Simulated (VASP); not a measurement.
Here is the system:

```xyz
2
Lattice="0.0000 2.5081 2.5081 2.5081 0.0000 2.5081 2.5081 2.5081 0.0000" Properties=species:S:1:pos:R:3 pbc="T T T"
Li     0.0000     0.0000     0.0000
Cl     2.5081     2.5081     2.5081
```

These are MS2 meta-GGA, VASP's PBE PAW potentials (set 64) (plane waves; VASP) values and carry that method's errors. Run with 520 eV cut-off, 9×9×9 Γ-centred mesh, Gaussian smearing of 0.050 eV, potentials Li_sv Cl.

Q: Give the stress tensor in GPa (positive for a compressed cell).

A: 
```
1.04  0.00  0.00
0.00  1.04  0.00
0.00  0.00  1.04
```
The pressure is its mean diagonal, 1.04 GPa.

The compound is LiCl in the rock salt structure. This cell is one point of a volume scan, at 0.97 of the reference volume.
